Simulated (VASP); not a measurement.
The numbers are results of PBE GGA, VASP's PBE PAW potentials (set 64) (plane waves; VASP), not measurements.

A VASP calculation is set up with these files.

**INCAR**
```
SYSTEM = AuZn
PREC = Accurate
ENCUT = 300
EDIFF = 1E-6
NELM = 100
ALGO = Normal
LREAL = .FALSE.
LASPH = .TRUE.
ISMEAR = 0
SIGMA = 0.2
GGA = PE
LMAXMIX = 6
LWAVE = .FALSE.
LCHARG = .FALSE.
ISIF = 2
```

POSCAR:
```
AuZn
1
    3.1500000000     0.0000000000     0.0000000000
    0.0000000000     3.1500000000     0.0000000000
    0.0000000000     0.0000000000     3.1500000000
Zn Au
1 1
Direct
  0.4868120000   0.4968190000   0.4961740000
  0.0131880000   0.0031810000   0.0038260000
```

### KPOINTS
```
Regular mesh
0
Gamma
4 4 4
```

POTCAR, in this order: Zn Au (PBE.64 set). Program: vasp_std.

Output of the run:

OUTCAR:
```
 ion  position               nearest neighbor table
   1  0.487  0.497  0.496-   2 2.65   2 2.68   2 2.68   2 2.71   2 2.75   2 2.77   2 2.78   2 2.80
  LATTYP: Found a simple cubic cell.
 ALAT       =     3.1500000000
 Subroutine PRICEL returns:
 Original cell was already a primitive cell.
 Subroutine GETGRP returns: Found  1 space group operations
The static configuration has the point symmetry C_1 .
The dynamic configuration has the point symmetry C_1 .
 Subroutine INISYM returns: Found  1 space group operations
 Subroutine IBZKPT returns following result:
 Found     36 irreducible k-points:

 Following reciprocal coordinates:
            Coordinates               Weight
  0.000000  0.000000  0.000000      1.000000
  0.250000  0.000000  0.000000      2.000000
  0.000000  0.250000  0.000000      2.000000
  0.000000  0.000000  0.250000      2.000000
  0.500000  0.000000  0.000000      1.000000
  0.000000  0.500000  0.000000      1.000000
  0.000000  0.000000  0.500000      1.000000
  0.250000  0.250000  0.000000      2.000000
  0.000000  0.250000  0.250000      2.000000
  0.250000  0.000000  0.250000      2.000000
 -0.250000  0.250000  0.000000      2.000000
 -0.250000  0.000000  0.250000      2.000000
  0.000000 -0.250000  0.250000      2.000000
  0.500000  0.250000  0.000000      2.000000
  0.000000  0.500000  0.250000      2.000000
  0.250000  0.000000  0.500000      2.000000
 -0.250000  0.500000  0.000000      2.000000
  0.500000  0.000000  0.250000      2.000000
  0.000000  0.250000  0.500000      2.000000
  0.500000  0.500000  0.000000      1.000000
  0.000000  0.500000  0.500000      1.000000
  0.500000  0.000000  0.500000      1.000000
  0.250000  0.250000  0.250000      2.000000
 -0.250000  0.250000  0.250000      2.000000
 -0.250000 -0.250000  0.250000      2.000000
...
```

File OSZICAR:
```
       N       E                     dE             d eps       ncg     rms          rms(c)
DAV:   1     0.850664355057E+02    0.85066E+02   -0.84940E+03  1151   0.133E+03
DAV:   2    -0.288876116407E+01   -0.87955E+02   -0.85351E+02  1108   0.255E+02
DAV:   3    -0.514089490759E+01   -0.22521E+01   -0.22411E+01  1388   0.497E+01
DAV:   4    -0.515196758703E+01   -0.11073E-01   -0.11072E-01  1269   0.301E+00
DAV:   5    -0.515209584610E+01   -0.12826E-03   -0.12826E-03  1346   0.330E-01    0.855E+00
DAV:   6    -0.474557292372E+01    0.40652E+00   -0.13297E+00  1094   0.134E+01    0.542E+00
DAV:   7    -0.471866780323E+01    0.26905E-01   -0.36977E-02  1299   0.398E+00    0.283E+00
DAV:   8    -0.471075909206E+01    0.79087E-02   -0.86847E-03  1269   0.102E+00    0.142E-01
DAV:   9    -0.471075648351E+01    0.26085E-05   -0.29769E-04  1201   0.249E-01    0.700E-02
DAV:  10    -0.471076443995E+01   -0.79564E-05   -0.45301E-05  1357   0.840E-02    0.171E-02
DAV:  11    -0.471076538792E+01   -0.94797E-06   -0.75709E-06  1234   0.536E-02
   1 F= -.47107654E+01 E0= -.46946706E+01  d E =-.321896E-01
```

**OUTCAR**
```
------------------------ aborting loop because EDIFF is reached ----------------------------------------
  FORCE on cell =-STRESS in cart. coord.  units (eV):
  Direction    XX          YY          ZZ          XY          YZ          ZX
  --------------------------------------------------------------------------------------
  Total        0.7239081      0.8089511      0.8067361      0.0387991      0.0112132      0.0466357
  in kB       37.1075568     41.4668646     41.3533222      1.9888447      0.5747869      2.3905456
  external PRESSURE =      39.9759145 kB  Pullay stress =       0.0000000 kB
  volume of cell :       31.26
      direct lattice vectors                 reciprocal lattice vectors
     3.150000000  0.000000000  0.000000000     0.317460317  0.000000000  0.000000000
     0.000000000  3.150000000  0.000000000     0.000000000  0.317460317  0.000000000
     0.000000000  0.000000000  3.150000000     0.000000000  0.000000000  0.317460317
 POSITION                                       TOTAL-FORCE (eV/Angst)
 -----------------------------------------------------------------------------------
      1.53346      1.56498      1.56295         0.283355      0.069858      0.084130
      0.04154      0.01002      0.01205        -0.283355     -0.069858     -0.084130
 -----------------------------------------------------------------------------------
    total drift:                               -0.000980     -0.002580     -0.002712
  FREE ENERGIE OF THE ION-ELECTRON SYSTEM (eV)
  ---------------------------------------------------
  free  energy   TOTEN  =        -4.7107653879 eV

  energy  without entropy=       -4.6785757919  energy(sigma->0) =       -4.69467059
```
(Selected blocks of OUTCAR.)

At this cut-off the stress carries a Pulay error, which pulls relaxed volumes low.

The structure is a typed AuZn crystal. The cell was not relaxed at this level, atoms are displaced from their ideal sites. The k-mesh is coarse (spacing up to 0.50 per Å, 2π included), so the numbers may not be converged in it. The run is one of a series of settings (KPOINTS 4×4×4 Γ-centred mesh against the base run), some of them coarse on purpose. The electron count is odd and the run is not spin-polarised, which forces a metal.
